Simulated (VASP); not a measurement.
Given:

```
CELL_PARAMETERS angstrom
      1.79753    -3.11342     0.00000
      1.79753     3.11342     0.00000
      0.00000     0.00000     4.59190
ATOMIC_POSITIONS crystal
  Pt 0.00000 0.00000 0.00000
  S  0.33333 0.66667 0.26166
  S  0.66667 0.33333 0.73834
```

Level of theory: LDA (Ceperley-Alder, Perdew-Zunger), VASP's LDA PAW potentials (set 64) (plane waves; VASP 6.6.1). Settings: 520 eV cut-off, 10×10×7 Γ-centred mesh, first-order Methfessel-Paxton smearing of 0.10 eV, potentials Pt S.

Question: The ions and cell shape at fixed volume are relaxed. Predict the relaxed structure.

Answer: 
```
CELL_PARAMETERS angstrom
      1.78264    -3.08763     0.00000
      1.78264     3.08763     0.00000
      0.00000     0.00000     4.66893
ATOMIC_POSITIONS crystal
  Pt 0.00000 0.00000 0.00000
  S  0.33333 0.66667 0.25465
  S  0.66667 0.33333 0.74535
```
Space group P-3m1 (164), at a tolerance of 0.03 Å.

Question: How much energy does the relaxation gain?

Answer: The energy (σ→0) changes by -5.4 meV/atom, in 6 ionic steps.

| step | E(σ→0) (eV) | max force (eV/Å) | pressure (GPa) | volume (Å³) |
|---|---|---|---|---|
| 1 | -18.1923 | 0.353 | -4.63 | 51.40 |
| 2 | -18.2037 | 0.160 | -3.10 | 51.40 |
| 3 | -18.2076 | 0.034 | -1.52 | 51.40 |
| 4 | -18.2076 | 0.042 | -1.46 | 51.40 |
| 5 | -18.2083 | 0.016 | -1.31 | 51.40 |
| 6 | -18.2084 | 0.003 | -1.22 | 51.40 |

The compound is PtS2 in the 1T layered structure. This cell is one point of a volume scan, at 1.03 of the reference volume. Symmetry was kept, so distortions that lower it aren't found.
